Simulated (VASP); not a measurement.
Here is the system:

```yaml
crystal:
  lattice:
    - [1.25530, -2.17424, 0.00000]
    - [1.25530, 2.17424, 0.00000]
    - [0.00000, 0.00000, 6.62384]
  atoms:
    - { symbol: B, position: [0.33333, 0.66667, 0.25000] }
    - { symbol: B, position: [0.66667, 0.33333, 0.75000] }
    - { symbol: N, position: [0.66667, 0.33333, 0.25000] }
    - { symbol: N, position: [0.33333, 0.66667, 0.75000] }
```

The numbers are results of optB88-vdW, VASP's PBE PAW potentials (set 64) (plane waves; VASP), not measurements. Settings: 520 eV cut-off, 11×11×4 Γ-centred mesh, tetrahedra with Blöchl corrections, potentials B N.

The cores are frozen, which limits the accuracy of field gradients.

Question: Give the principal components of the electric field gradient (V/Å²) and the asymmetry η at each nucleus.

Answer: 
| atom | Vxx | Vyy | Vzz | η |
|---|---|---|---|---|
| B1 | -18.1 | -18.1 | 36.1 | 0.00 |
| B2 | -18.1 | -18.1 | 36.1 | 0.00 |
| N3 | -2.0 | -2.0 | 3.9 | 0.00 |
| N4 | -2.0 | -2.0 | 3.9 | 0.00 |

The compound is BN in the hex structure. It was relaxed first.
